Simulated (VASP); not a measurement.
Input for VASP

### KPOINTS
```
Automatic mesh
0
Gamma
8 8 8
0 0 0
```

### POSCAR
```
BeSe
1.0
  0.0000000000   2.5700000000   2.5700000000
  2.5700000000   0.0000000000   2.5700000000
  2.5700000000   2.5700000000   0.0000000000
Be Se
1 1
Cartesian
  0.0000000000   0.0000000000   0.0000000000
  1.2850000000   1.2850000000   1.2850000000
```

### INCAR
```
SYSTEM = BeSe
PREC = Accurate
ENCUT = 520
EDIFF = 1E-6
NELM = 100
ALGO = Normal
LREAL = .FALSE.
LASPH = .TRUE.
ISMEAR = 0
SIGMA = 0.05
GGA = RP
LMAXMIX = 4
LWAVE = .FALSE.
LCHARG = .FALSE.
IBRION = 2
ISIF = 3
NSW = 60
EDIFFG = -0.01
```

POTCAR, in this order: Be Se (PBE.64 set). Program: vasp_std.

**Question.** Translate this RPBE calculation to Quantum ESPRESSO's pw.x.

**Answer.** One equivalent input (not run):
```
&CONTROL
  calculation = 'vc-relax'
  pseudo_dir = './pseudo'
  outdir = './out'
  tprnfor = .true.
  tstress = .true.
  nstep = 60
  forc_conv_thr = 0.00039
/
&SYSTEM
  ibrav = 0
  nat = 2
  ntyp = 2
  ecutwfc = 88
  occupations = 'smearing'
  smearing = 'gaussian'
  degauss = 0.003675
  input_dft = 'rpbe'
/
&ELECTRONS
  conv_thr = 7.3e-08
  electron_maxstep = 100
/
&IONS
/
&CELL
/
ATOMIC_SPECIES
  Be 9.012 Be.upf
  Se 78.971 Se.upf
CELL_PARAMETERS angstrom
     0.0000000    2.5700000    2.5700000
     2.5700000    0.0000000    2.5700000
     2.5700000    2.5700000    0.0000000
ATOMIC_POSITIONS crystal
  Be   0.0000000  0.0000000  0.0000000
  Se   0.2500000  0.2500000  0.2500000
K_POINTS automatic
  8 8 8 0 0 0
```
What does not carry over: the potentials are each code's own (VASP's PAW set, PseudoDojo norm-conserving files in pw.x), so ENCUT and ecutwfc are chosen apart and not converted; conv_thr bounds pw.x's estimated SCF error, while EDIFF bounds the energy change between steps; forc_conv_thr acts on force components and is met together with etot_conv_thr.

The compound is BeSe in the zinc blende structure. This run relaxes it. Symmetry was kept, so distortions that lower it aren't found.
